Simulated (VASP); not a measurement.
## BN: relaxation of cell and atoms with PBE+D3(BJ)

Crystal: BN.

```xyz
4
Lattice="2.4982 0.0000 0.0000 -1.2491 2.1635 0.0000 0.0000 0.0000 6.6357" Properties=species:S:1:pos:R:3 pbc="T T T"
B     0.0000    1.4424    1.6589
B     1.2491    0.7212    4.9768
N     0.0000    1.4424    4.9768
N     1.2491    0.7212    1.6589
```

| Property | Result |
| --- | --- |
| Program | VASP 6.6.1 |
| Task | relaxation of cell and atoms |
| Functional | PBE |
| Dispersion | D3(BJ) |
| Potentials or basis | VASP PAW PBE potentials, release 64 (B, N) |
| Cutoff | 520 eV |
| k mesh | 15 × 15 × 6 |
| Occupations | gaussian, width 0.02 eV |
| Spin | no spin polarisation |
| Further INCAR settings | ALGO = Fast; EDIFF = 1e-07; IBRION = 2; EDIFFG = -0.002; NSW = 80; ISIF = 3 |

- Relaxed volume: 8.96 Å³/atom
- Relaxed cell: a = 2.507 Å, b = 2.507 Å, c = 6.586 Å, α = 90.00°, β = 90.00°, γ = 120.00°
- Space group after relaxing (to 0.05 Å): P6_3/mmc (No. 194)
- Energy gained by relaxing: 0.8 meV/atom
- Ionic steps: 13
- Pressure after relaxing: 0.0 GPa
- Band gap on the k mesh: 4.27 eV, indirect (least direct gap 4.63 eV)
- Dispersion energy per atom: -0.142 eV

The path:
| step | energy change (eV) | largest force (eV/Å) | pressure (GPa) | volume (Å³) |
| --- | --- | --- | --- | --- |
| 1 | 0.0000 | 0.0000 | 2.42 | 35.87 |
| 2 | 0.0077 | 0.0000 | -4.69 | 36.57 |
| 3 | -0.0029 | 0.0000 | -0.09 | 36.11 |
| 4 | -0.0029 | 0.0000 | -0.04 | 36.10 |
| 5 | -0.0029 | 0.0000 | -0.04 | 36.08 |
| 6 | -0.0030 | 0.0000 | -0.02 | 36.03 |
| 7 | -0.0031 | 0.0000 | 0.01 | 35.92 |
| 8 | -0.0030 | 0.0000 | 0.07 | 35.70 |
| 9 | -0.0031 | 0.0000 | 0.03 | 35.83 |
| 10 | -0.0031 | 0.0000 | 0.03 | 35.84 |
| 11 | -0.0031 | 0.0000 | 0.02 | 35.84 |
| 12 | -0.0030 | 0.0000 | -0.25 | 35.86 |
| 13 | -0.0031 | 0.0000 | 0.00 | 35.84 |

Final structure:
```xyz
4
Lattice="2.5068 0.0000 0.0000 -1.2534 2.1710 0.0000 0.0000 0.0000 6.5855" Properties=species:S:1:pos:R:3 pbc="T T T"
B     0.0000    1.4473    1.6464
B     1.2534    0.7237    4.9391
N     0.0000    1.4473    4.9391
N     1.2534    0.7237    1.6464
```

Levels at points of the mesh, in eV from the valence-band top:
| k point | band 5 | band 6 | band 7 | band 8 | band 9 | band 10 | band 11 | band 12 |
| --- | --- | --- | --- | --- | --- | --- | --- | --- |
| (0.00, 0.00, 0.00) | -1.37 | -1.37 | -1.33 | -1.33 | 5.28 | 10.37 | 11.48 | 11.48 |
| (0.00, 0.00, 0.50) | -1.35 | -1.35 | -1.35 | -1.35 | 7.69 | 7.69 | 11.55 | 11.55 |

Wall time 41 s on 4 MPI ranks on Intel(R) Xeon(R) 6975P-C (Granite Rapids), with other jobs on the host, peak memory 0.18 GiB a rank.

Caveat: an odd mesh through Γ misses points on the zone boundary, where band edges often lie. Expect the measured gap to be larger: semilocal functionals such as PBE lack the derivative discontinuity.
